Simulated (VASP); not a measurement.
VASP ran on this input.

File KPOINTS:
```
Automatic mesh
0
gamma
 7 7 3
0 0 0
```

INCAR:
```
LASPH  =  .TRUE.   ! aspherical one-centre terms
SYSTEM  =  PtSe2
ALGO  =  Normal
NELM  =  100   ! most electronic steps
ISMEAR  =  0
GGA  =  RP
LMAXMIX  =  6   ! l cut-off of mixed one-centre charges
NSW  =  30   ! most ionic steps
IBRION  =  2   ! conjugate gradients
ISIF  =  4   ! ions and shape, fixed volume
EDIFFG  =  -0.01   ! ionic stop
PREC  =  Accurate
LWAVE  =  .FALSE.
ENCUT  =  520
SIGMA  =  0.05   ! width (eV)
EDIFF  =  1E-7
LREAL  =  .FALSE.   ! projection in real space or not
LCHARG  =  .FALSE.
```

POSCAR:
```
PtSe2
1.0
  1.8515697119  -3.2070130605   0.0000000000
  1.8515697119   3.2070130605   0.0000000000
  0.0000000000   0.0000000000   7.7040433752
Pt Se
1 2
Cartesian
  0.0000000000   0.0000000000   0.0000000000
  1.8515697119   1.0690064915   1.2788929342
  1.8515697119  -1.0690064915   6.4251504410
```

POTCAR, in this order: Pt Se (PBE.64 set). Program: vasp_std.

Task: Translate this RPBE calculation to Quantum ESPRESSO's pw.x.

Result: One equivalent input (not run):
```
&CONTROL
  calculation = 'vc-relax'
  pseudo_dir = './pseudo'
  outdir = './out'
  tprnfor = .true.
  tstress = .true.
  nstep = 30
  forc_conv_thr = 0.00039
/
&SYSTEM
  ibrav = 0
  nat = 3
  ntyp = 2
  ecutwfc = 86
  occupations = 'smearing'
  smearing = 'gaussian'
  degauss = 0.003675
  input_dft = 'rpbe'
/
&ELECTRONS
  conv_thr = 7.3e-09
  electron_maxstep = 100
/
&IONS
/
&CELL
  cell_dofree = 'shape'
/
ATOMIC_SPECIES
  Pt 195.084 Pt.upf
  Se 78.971 Se.upf
CELL_PARAMETERS angstrom
     1.8515697   -3.2070131    0.0000000
     1.8515697    3.2070131    0.0000000
     0.0000000    0.0000000    7.7040434
ATOMIC_POSITIONS crystal
  Pt   0.0000000  0.0000000  0.0000000
  Se   0.3333330  0.6666670  0.1660028
  Se   0.6666670  0.3333330  0.8339972
K_POINTS automatic
  7 7 3 0 0 0
```
Limits of the translation: the potentials are each code's own (VASP's PAW set, PseudoDojo norm-conserving files in pw.x), so ENCUT and ecutwfc are chosen apart and not converted; conv_thr bounds pw.x's estimated SCF error, while EDIFF bounds the energy change between steps; forc_conv_thr acts on force components and is met together with etot_conv_thr.

The compound is PtSe2 in the 1T layered structure. This cell is one point of a volume scan, at 0.94 of the reference volume. Symmetry was kept, so distortions that lower it aren't found.
